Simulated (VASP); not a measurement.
Consider the following.

```xyz
5
Lattice="3.9785 0.0000 0.0000 0.0000 3.9785 0.0000 0.0000 0.0000 3.9785" Properties=species:S:1:pos:R:3 pbc="T T T"
K      1.9834     1.9844     1.9860
Mg     0.0139     0.0055    -0.0346
F     -0.0149     1.9896    -0.0159
F      1.9917    -0.0056     0.0281
F      0.0043     0.0045     2.0148
```

Method: PBEsol GGA, VASP's PBE PAW potentials (set 64) (plane waves; VASP 6.6.1). Numerical set-up: 560 eV cut-off, 9×9×9 Γ-centred mesh, Gaussian smearing of 0.010 eV, potentials K_sv Mg F.

**Question.** The ions, cell shape and volume are relaxed. Predict the relaxed structure.

**Answer.** 
```xyz
5
Lattice="3.9848 0.0000 0.0000 0.0000 3.9848 0.0000 0.0000 0.0000 3.9857" Properties=species:S:1:pos:R:3 pbc="T T T"
K      1.9925     1.9925     1.9930
Mg     3.9849     3.9848     3.9858
F      3.9847     1.9924     3.9855
F      1.9924     3.9847     0.0002
F      0.0001     0.0000     1.9928
```
Space group Pm-3m (221), at a tolerance of 0.03 Å.

**Question.** How do energy and volume change from the first to the last step?

**Answer.** The energy (σ→0) changes by -3.7 meV/atom and the volume by +0.5 %, in 11 ionic steps.

The structure comes from a computed database's KMgF3 entry; how it stands against other phases isn't given here. In the starting cell atoms are displaced from their ideal sites. This run relaxes it. The run is one of a series of settings (EDIFF = 1E-09, EDIFFG = -0.005, ENCUT = 560, IBRION = 2, ISIF = 3, NSW = 50, KPOINTS 9×9×9 Γ-centred mesh against the base run), some of them coarse on purpose.
